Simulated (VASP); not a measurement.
Input:

```
CELL_PARAMETERS angstrom
      0.00000     2.82650     2.82650
      2.82650     0.00000     2.82650
      2.82650     2.82650     0.00000
ATOMIC_POSITIONS crystal
  Mg 0.00000 0.00000 0.00000
  S  0.75000 0.75000 0.75000
```

Computed with r2SCAN meta-GGA, VASP's PBE PAW potentials (set 64) (plane waves; VASP). Run with 400 eV cut-off, 9×9×9 Γ-centred mesh, tetrahedra with Blöchl corrections, potentials Mg S.

Give the energies of bands 2 to 7 at the high-symmetry points, in eV from the valence-band maximum.

```
band     Γ      X      U      L      W
----  ----  -----  -----  -----  -----
2     0.00  -2.83  -2.49  -3.16  -2.28
3     0.00  -1.05  -1.91  -0.33  -1.88
4     0.00  -1.05  -0.83  -0.33  -1.34
5     4.16   4.32   5.31   5.81   5.99
6     8.61   6.27   7.63   8.22   8.73
7     8.61  12.18  10.40   8.22   8.81
```

The gap is direct, 4.15 eV, from the valence maximum at Γ to the conduction minimum at Γ.

The structure comes from a computed database's MgS entry (F-43m); how it stands against other phases isn't given here. It was relaxed first.
